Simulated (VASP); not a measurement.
A 63-atom supercell of Si (diamond) holds C on the Si site with a neighbouring Si vacancy in charge state -1. It is relaxed twice, with the total moment held at 1 and at 3 μB. These are PBE GGA, VASP's PBE PAW potentials (set 64) (plane waves; VASP) values and carry that method's errors. Settings: PREC = Normal, LREAL = Auto, ISYM = 0, NELECT = 253.0, EDIFF = 1E-5, 400 eV cut-off, 1×1×1 Γ-centred mesh, Gaussian smearing of 0.050 eV, potentials Si C.

The cell is charged, with a uniform compensating background. The supercell is sampled at Γ alone, which is coarse: total energies, pressure and levels can be off, energies of defects by several tenths of an eV.

Q: Which spin state lies lower, and by how much?

A: The state with 1 μB lies lower, by 0.16 eV.

The cell is a supercell with a defect, built from Si (diamond).
